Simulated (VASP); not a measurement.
Calculation: PBE GGA, VASP's PBE PAW potentials (set 64) (plane waves; VASP).

VASP input:

POSCAR:
```
RuS2
1.0
  5.6439925900   0.0000000000   0.0000000000
  0.0000000000   5.6439925900   0.0000000000
  0.0000000000   0.0000000000   5.6439925900
Ru S
4 8
Direct
  0.0000000000   0.5000000000   0.5000000000
  0.5000000000   0.0000000000   0.5000000000
  0.0000000000   0.0000000000   0.0000000000
  0.5000000000   0.5000000000   0.0000000000
  0.6128311291   0.8871688709   0.1128311291
  0.1128311291   0.6128311291   0.8871688709
  0.6128311291   0.6128311291   0.6128311291
  0.3871688709   0.3871688709   0.3871688709
  0.8871688709   0.1128311291   0.6128311291
  0.8871688709   0.3871688709   0.1128311291
  0.1128311291   0.8871688709   0.3871688709
  0.3871688709   0.1128311291   0.8871688709
```

### INCAR
```
SYSTEM = RuS2
PREC = Accurate
ENCUT = 400
EDIFF = 1E-6
NELM = 100
ALGO = Normal
LREAL = .FALSE.
LASPH = .TRUE.
ISMEAR = 0
SIGMA = 0.05
GGA = PE
LMAXMIX = 4
LWAVE = .FALSE.
LCHARG = .FALSE.
IBRION = 2
ISIF = 3
NSW = 60
EDIFFG = -0.02
```

**KPOINTS**
```
K-points
0
Gamma
 4 4 4
```

POTCAR, in this order: Ru_pv S (PBE.64 set). Program: vasp_std.

Predict the energy per atom (σ→0), volume per atom, band gap (on the k-mesh).

- energy per atom (σ→0): -615.8 kJ/mol-atom
- band gap (on the k-mesh): 0.62 eV
- volume per atom: 14.96 Å³/atom

File OSZICAR:
```
...
DAV:   2    -0.765894536751E+02    0.12232E-02   -0.18488E-02  1468   0.714E-01    0.188E-01
DAV:   3    -0.765887463945E+02    0.70728E-03   -0.26247E-03  1506   0.283E-01    0.692E-02
DAV:   4    -0.765887071944E+02    0.39200E-04   -0.43900E-04  1604   0.704E-02    0.348E-02
DAV:   5    -0.765887088615E+02   -0.16670E-05   -0.38505E-05  1568   0.319E-02    0.216E-02
DAV:   6    -0.765887143083E+02   -0.54468E-05   -0.60526E-06  1500   0.962E-03    0.123E-02
DAV:   7    -0.765887182757E+02   -0.39675E-05   -0.11786E-06   886   0.591E-03    0.167E-03
DAV:   8    -0.765887181173E+02    0.15848E-06   -0.18323E-07   802   0.211E-03
   2 F= -.76588718E+02 E0= -.76588718E+02  d E =-.265912E-03
```

The compound is RuS2 in the pyrite structure. This run relaxes it. Symmetry was kept, so distortions that lower it aren't found. The start is the result of an earlier pass.
